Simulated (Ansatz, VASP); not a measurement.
Two plane-wave programs on Ca3Lu

File INCAR:

```
SYSTEM = Ca3Lu
PREC = Accurate
ENCUT = 520
EDIFF = 1E-7
ISMEAR = -1
SIGMA = 0.05
LREAL = .False.
LASPH = .True.
NELM = 60
ALGO = Normal
ISIF = 2
LWAVE = .False.
LCHARG = .False.
GGA = PE
NBANDS = 36
```

KPOINTS

```
Automatic mesh
0
Gamma
  5 5 5
  0 0 0
```

The input POSCAR:

```
Ca3Lu
1.0
    5.3972844786      0.0000000000      0.0000000000
    0.0000000000      5.3972844786      0.0000000000
    0.0000000000      0.0000000000      5.3972844786
Lu Ca
1 3
Direct
    0.5000000000      0.5000000000      0.5000000000
    0.0000000000      0.0000000000      0.5000000000
    0.0000000000      0.5000000000      0.0000000000
    0.5000000000      0.0000000000      0.0000000000
```

input.yaml

```yaml
crystal:
  lattice:
    - [5.3972844786, 0.0, 0.0]
    - [0.0, 5.3972844786, 0.0]
    - [0.0, 0.0, 5.3972844786]
  atoms:
    - { symbol: Lu, position: [0.5, 0.5, 0.5] }
    - { symbol: Ca, position: [0.0, 0.0, 0.5] }
    - { symbol: Ca, position: [0.0, 0.5, 0.0] }
    - { symbol: Ca, position: [0.5, 0.0, 0.0] }
hamiltonian:
  xc: pbe
  pseudopotentials: { kind: paw }
kpoints:
  mp_grid: { grid: [5, 5, 5] }
scf:
  occupations: { method: fermi_dirac, width: 0.05 }
output:
  forces: true
  stress: true
  eigenvalues: true
```

Change from the starting cell: volume scaled by 1.02.

Alike in both runs: task single point; functional PBE; k mesh 5 × 5 × 5; occupations fermi-dirac, width 0.05 eV; no spin polarisation.

```csv
,VASP,Ansatz
version,VASP 6.6.1,Ansatz 0.2.0
potentials or method,"VASP PAW PBE potentials, release 64 (Lu, Ca_sv)",Ansatz PAW
plane-wave cutoff (eV),520,420
valence electrons in the cell,55,55
```

|  | VASP | Ansatz | Ansatz less VASP |
| --- | --- | --- | --- |
| gap on the k mesh at the Fermi level (eV) | none | none | - |
| pressure (GPa) | -0.4 | -0.4 | -0.02 |

A gap of «none» marks a metal or a gap that the smearing closes. With one functional, cell and mesh, what is left measures potentials, basis and numerics.

The runs have no spin-orbit coupling, so splittings on Lu are missing.
